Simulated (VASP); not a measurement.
These are B3LYP hybrid, VASP's PBE PAW potentials (set 64) (plane waves; VASP) values and carry that method's errors.

A VASP calculation is set up with these files.

**POSCAR**
```
TePb
1
    0.0000000000     3.3304250000     3.3304250000
    3.3304250000     0.0000000000     3.3304250000
    3.3304250000     3.3304250000     0.0000000000
Te Pb
1 1
Direct
  0.0000000000   0.0000000000   0.0000000000
  0.5000000000   0.5000000000   0.5000000000
```

**INCAR**
```
! general
SYSTEM   = TePb
PREC     = Accurate
ENCUT    = 300
LREAL    = F
LASPH    = T
ISYM     = 3

! electronic loop
EDIFF    = 1E-6
NELM     = 100
ALGO     = Normal
LMAXMIX  = 4

! smearing
ISMEAR   = 0
SIGMA    = 0.01

! functional
GGA      = B3
AGGAC    = 0.81
AGGAX    = 0.72
ALDAC    = 0.19
LHFCALC  = T
AEXX     = 0.2
HFRCUT   = -1
PRECFOCK = Fast

! ions
ISIF     = 2

! output
LWAVE    = F
LCHARG   = F
```

### KPOINTS
```
Automatic mesh
0
Gamma
  4 4 4
0 0 0
```

POTCAR, in this order: Te Pb_d (PBE.64 set). Program: vasp_std.

Output

OUTCAR:
```
 ion  position               nearest neighbor table
   1  0.000  0.000  0.000-   2 3.33   2 3.33   2 3.33   2 3.33   2 3.33   2 3.33
   2  0.500  0.500  0.500-   1 3.33   1 3.33   1 3.33   1 3.33   1 3.33   1 3.33
  LATTYP: Found a face centered cubic cell.
 ALAT       =     6.6608500000
 Subroutine PRICEL returns:
 Original cell was already a primitive cell.
 Subroutine GETGRP returns: Found 48 space group operations
The static configuration has the point symmetry O_h .
The dynamic configuration has the point symmetry O_h .
 Subroutine INISYM returns: Found 48 space group operations
 Subroutine IBZKPT returns following result:
 Found      8 irreducible k-points:

 Following reciprocal coordinates:
            Coordinates               Weight
  0.000000  0.000000  0.000000      1.000000
  0.250000  0.000000  0.000000      8.000000
  0.500000  0.000000  0.000000      4.000000
  0.250000  0.250000  0.000000      6.000000
  0.500000  0.250000  0.000000     24.000000
 -0.250000  0.250000  0.000000     12.000000
  0.500000  0.500000  0.000000      3.000000
 -0.250000  0.500000  0.250000      6.000000
 Subroutine IBZKPT_HF returns following result:
...
```

File OSZICAR:
```
       N       E                     dE             d eps       ncg     rms          rms(c)
DAV:   1    -0.398815961703E+04   -0.39882E+04   -0.71814E+03   224   0.911E+02
DAV:   2    -0.410879394288E+04   -0.12063E+03   -0.11890E+03   260   0.279E+02
DAV:   3    -0.411719383596E+04   -0.83999E+01   -0.83798E+01   278   0.827E+01
DAV:   4    -0.411736572387E+04   -0.17189E+00   -0.17187E+00   290   0.155E+01
DAV:   5    -0.867811391265E+01    0.41087E+04   -0.98753E+00   266   0.505E+01    0.955E+00
DAV:   6    -0.840902133464E+01    0.26909E+00   -0.82434E-01   248   0.629E+00    0.508E+00
DAV:   7    -0.841923213421E+01   -0.10211E-01   -0.35536E-01   284   0.288E+00    0.359E+00
DAV:   8    -0.843040187770E+01   -0.11170E-01   -0.31451E-02   268   0.851E-01    0.243E+00
DAV:   9    -0.842932448706E+01    0.10774E-02   -0.14211E-03   260   0.349E-01    0.145E+00
DAV:  10    -0.842896520746E+01    0.35928E-03   -0.13413E-03   266   0.200E-01    0.784E-01
DAV:  11    -0.842901769113E+01   -0.52484E-04   -0.37364E-04   286   0.902E-02    0.394E-01
DAV:  12    -0.842904057080E+01   -0.22880E-04   -0.45224E-05   334   0.479E-02    0.215E-01
DAV:  13    -0.842905192868E+01   -0.11358E-04   -0.17038E-05   266   0.297E-02    0.124E-01
DAV:  14    -0.842906017542E+01   -0.82467E-05   -0.75716E-06   280   0.194E-02    0.738E-02
DAV:  15    -0.842906474118E+01   -0.45658E-05   -0.21979E-06   246   0.127E-02    0.456E-02
DAV:  16    -0.842906692864E+01   -0.21875E-05   -0.69632E-07   178   0.799E-03    0.282E-02
DAV:  17    -0.842906797119E+01   -0.10425E-05   -0.36984E-07   148   0.556E-03    0.180E-02
DAV:  18    -0.842906844725E+01   -0.47606E-06   -0.16928E-07   112   0.369E-03
   1 F= -.84290684E+01 E0= -.84290684E+01  d E =-.165174E-21
```

OUTCAR:
```
------------------------ aborting loop because EDIFF is reached ----------------------------------------
  FORCE on cell =-STRESS in cart. coord.  units (eV):
  Direction    XX          YY          ZZ          XY          YZ          ZX
  --------------------------------------------------------------------------------------
  Total       -0.1131170     -0.1131170     -0.1131170     -0.0000000      0.0000000     -0.0000000
  in kB       -2.4530670     -2.4530670     -2.4530670     -0.0000000      0.0000000     -0.0000000
  external PRESSURE =      -2.4530670 kB  Pullay stress =       0.0000000 kB
  volume of cell :       73.88
      direct lattice vectors                 reciprocal lattice vectors
     0.000000000  3.330425000  3.330425000    -0.150130989  0.150130989  0.150130989
     3.330425000  0.000000000  3.330425000     0.150130989 -0.150130989  0.150130989
     3.330425000  3.330425000  0.000000000     0.150130989  0.150130989 -0.150130989
  FREE ENERGIE OF THE ION-ELECTRON SYSTEM (eV)
  ---------------------------------------------------
  free  energy   TOTEN  =        -8.4290684472 eV

  energy  without entropy=       -8.4290684472  energy(sigma->0) =       -8.42906845

  exchange ACFDT corr.  =         0.00000000  see jH, gK, PRB 81, 115126
```
(Selected blocks of OUTCAR.)

At this cut-off the stress carries a Pulay error, which pulls relaxed volumes low.

The structure comes from a computed database's TePb entry; how it stands against other phases isn't given here. The cell was not relaxed at this level. The run is one of a series of settings (AEXX = 0.2, AGGAC = 0.81, AGGAX = 0.72, ALDAC = 0.19, GGA = B3, HFRCUT = -1, ISYM = 3, LHFCALC = .TRUE., PRECFOCK = Fast, KPOINTS 4×4×4 Γ-centred mesh against the base run), some of them coarse on purpose.
